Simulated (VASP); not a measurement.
Shape and ions are relaxed at each volume.

Energy against volume of In (bct). Level of theory: LDA (Ceperley-Alder, Perdew-Zunger), VASP's LDA PAW potentials (set 64) (plane waves; VASP).

```tsv
V (Å³/atom)	E (eV/atom)
23.093	-3.20275
23.830	-3.21571
24.567	-3.22009
25.304	-3.21733
26.041	-3.20870
```

### Question
Fit a third-order Birch-Murnaghan equation of state.

### Answer

The volume per atom comes out as 24.63 Å³/atom and the bulk modulus is 50.7 GPa. The pressure derivative of the bulk modulus is 5.32.

Measured: bulk modulus 44.7 GPa at 0 K (computed value off by +13.5 %), as given by K. Lejaeghere et al., Critical reviews in solid state and materials sciences/CRC critical reviews in solid state and materials sciences (2013), arXiv:1204.2733 [extrapolated to 0 K and zero-point effects removed (source: thermally corrected experimental values)].

The compound is In in the bct structure. It was relaxed first, which changed the volume by -6 %.
